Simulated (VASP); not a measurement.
Output of a VASP run:

**OSZICAR**
```
...
DAV:   4    -0.118422379396E+02    0.11659E-04   -0.37726E-05  1242   0.697E-02    0.877E-03
DAV:   5    -0.118422358895E+02    0.20502E-05   -0.15007E-06   908   0.113E-02    0.294E-03
DAV:   6    -0.118422354042E+02    0.48529E-06   -0.14773E-07   701   0.421E-03    0.688E-04
DAV:   7    -0.118422354402E+02   -0.35987E-07   -0.45510E-08   426   0.272E-03
  13 F= -.11336104E+02 E0= -.11336104E+02  d E =-.301952E-03
       N       E                     dE             d eps       ncg     rms          rms(c)
DAV:   1    -0.118430571845E+02   -0.82178E-03   -0.23435E-02   822   0.143E+00    0.886E-02
DAV:   2    -0.118429448458E+02    0.11234E-03   -0.10476E-03   983   0.340E-01    0.407E-02
DAV:   3    -0.118428944826E+02    0.50363E-04   -0.11385E-04  1004   0.158E-01    0.135E-02
DAV:   4    -0.118428896603E+02    0.48224E-05   -0.14688E-05  1234   0.432E-02    0.554E-03
DAV:   5    -0.118428886026E+02    0.10577E-05   -0.57230E-07   897   0.695E-03    0.189E-03
DAV:   6    -0.118428883074E+02    0.29518E-06   -0.54484E-08   480   0.269E-03    0.410E-04
DAV:   7    -0.118428883246E+02   -0.17240E-07   -0.22746E-08   422   0.198E-03
  14 F= -.11336171E+02 E0= -.11336171E+02  d E =-.368953E-03
       N       E                     dE             d eps       ncg     rms          rms(c)
DAV:   1    -0.118429997126E+02   -0.11141E-03   -0.74005E-04   822   0.254E-01    0.157E-02
DAV:   2    -0.118429965960E+02    0.31166E-05   -0.33084E-05   992   0.603E-02    0.721E-03
DAV:   3    -0.118429950556E+02    0.15404E-05   -0.36190E-06  1007   0.281E-02    0.237E-03
DAV:   4    -0.118429947721E+02    0.28346E-06   -0.45095E-07   932   0.755E-03    0.993E-04
DAV:   5    -0.118429946365E+02    0.13557E-06   -0.19615E-08   430   0.138E-03    0.347E-04
DAV:   6    -0.118429945870E+02    0.49479E-07   -0.54178E-09   416   0.740E-04
  15 F= -.11336173E+02 E0= -.11336173E+02  d E =-.371040E-03
       N       E                     dE             d eps       ncg     rms          rms(c)
DAV:   1    -0.118447902215E+02   -0.17956E-02   -0.18048E-02  1032   0.206E+00    0.151E-01
DAV:   2    -0.118442315853E+02    0.55864E-03   -0.10812E-03  1030   0.540E-01    0.691E-02
DAV:   3    -0.118440690853E+02    0.16250E-03   -0.52107E-04  1030   0.342E-01    0.155E-02
DAV:   4    -0.118440639519E+02    0.51334E-05   -0.25385E-05   846   0.521E-02    0.758E-03
DAV:   5    -0.118440611566E+02    0.27953E-05   -0.18547E-06  1265   0.165E-02    0.287E-03
DAV:   6    -0.118440607055E+02    0.45113E-06   -0.20947E-07   594   0.591E-03    0.566E-04
DAV:   7    -0.118440607293E+02   -0.23882E-07   -0.20123E-08   444   0.182E-03
  16 F= -.11336199E+02 E0= -.11336199E+02  d E =-.261394E-04
       N       E                     dE             d eps       ncg     rms          rms(c)
DAV:   1    -0.118438176068E+02    0.24310E-03   -0.16334E-03  1031   0.616E-01    0.455E-02
DAV:   2    -0.118437658716E+02    0.51735E-04   -0.98397E-05  1030   0.163E-01    0.208E-02
DAV:   3    -0.118437519762E+02    0.13895E-04   -0.47132E-05  1030   0.103E-01    0.468E-03
DAV:   4    -0.118437524252E+02   -0.44905E-06   -0.22868E-06   844   0.156E-02    0.230E-03
DAV:   5    -0.118437527233E+02   -0.29807E-06   -0.14478E-07   637   0.495E-03    0.868E-04
DAV:   6    -0.118437528498E+02   -0.12653E-06   -0.41197E-08   417   0.238E-03    0.174E-04
DAV:   7    -0.118437528275E+02    0.22358E-07   -0.64529E-09   415   0.998E-04
  17 F= -.11336205E+02 E0= -.11336205E+02  d E =-.319199E-04
```

### OUTCAR
```
------------------------ aborting loop because EDIFF is reached ----------------------------------------
  FORCE on cell =-STRESS in cart. coord.  units (eV):
  Direction    XX          YY          ZZ          XY          YZ          ZX
  --------------------------------------------------------------------------------------
  Total        0.5121850      0.5121851      0.4914385      0.0000000      0.0000000      0.0000000
  in kB       10.0913648     10.0913669      9.6826055      0.0000000      0.0000000      0.0000000
  external PRESSURE =      -0.0448876 kB  Pullay stress =      10.0000000 kB
  volume of cell :       81.32
      direct lattice vectors                 reciprocal lattice vectors
     1.930570226 -3.343846074  0.000000000     0.258990838 -0.149528414  0.000000000
     1.930570226  3.343846074 -0.000000000     0.258990838  0.149528414 -0.000000000
     0.000000000  0.000000000  6.298333379    -0.000000000  0.000000000  0.158772161
 POSITION                                       TOTAL-FORCE (eV/Angst)
 -----------------------------------------------------------------------------------
      0.00000     -0.00000      0.00000        -0.000000     -0.000000      0.000000
      1.93057      1.11462      1.59359         0.000000     -0.000000     -0.000868
      1.93057     -1.11462      4.70475        -0.000000      0.000000      0.000868
 -----------------------------------------------------------------------------------
    total drift:                               -0.000000      0.000000      0.000000
  FREE ENERGIE OF THE ION-ELECTRON SYSTEM (eV)
  ---------------------------------------------------
  free  energy   TOTEN  =       -11.8437528275 eV

  energy  without entropy=      -11.8437528275  energy(sigma->0) =      -11.84375283
  enthalpy is  TOTEN    =       -11.3362050394 eV   P V=        0.5075477881

 reached required accuracy - stopping structural energy minimisation
```
(Selected blocks of OUTCAR.)

POSCAR:
```
SnSe2
1
    1.9363174546    -3.3538004329    -0.0000000000
    1.9363174546     3.3538004329     0.0000000000
    0.0000000000     0.0000000000     6.8955207707
Sn Se
1 2
Direct
  0.0000000000   0.0000000000   1.0000000000
  0.3333330000   0.6666670000   0.2313193975
  0.6666670000   0.3333330000   0.7686806025
```

### Question
Write an INCAR and KPOINTS that could have produced this output.

### Answer
Several could match; the one computed here: the input of the run itself, PBE GGA, plane waves, VASP's PBE PAW potentials (set 64).

File KPOINTS:
```
Automatic
0
G
 6 6 4
```

**INCAR**
```
! general
SYSTEM  = SnSe2
PREC    = Accurate
ENCUT   = 480   ! plane-wave cut-off (eV)
LREAL   = .False.
LASPH   = .True.   ! aspherical one-centre terms

! electronic loop
EDIFF   = 1E-7
NELM    = 100   ! most electronic steps
ALGO    = Normal   ! blocked Davidson
LMAXMIX = 4   ! l cut-off of mixed one-centre charges

! smearing
ISMEAR  = 0
SIGMA   = 0.05

! functional
GGA     = PE   ! PBE

! ions
IBRION  = 2   ! conjugate gradients
NSW     = 40
ISIF    = 3
EDIFFG  = -0.01   ! ionic stop
PSTRESS = 10

! output
LWAVE   = .False.
LCHARG  = .False.
```

POTCAR, in this order: Sn_d Se (PBE.64 set). Program: vasp_std.

Energy and stress use the plane-wave basis of the starting cell. Without a dispersion term in the relaxation, distances and binding between the weakly bound layers, chains or molecules are unreliable, and so is what depends on them.

The compound is SnSe2 in the 1T layered structure. This run relaxes it under an external pressure of 1 GPa. Symmetry was kept, so distortions that lower it aren't found.
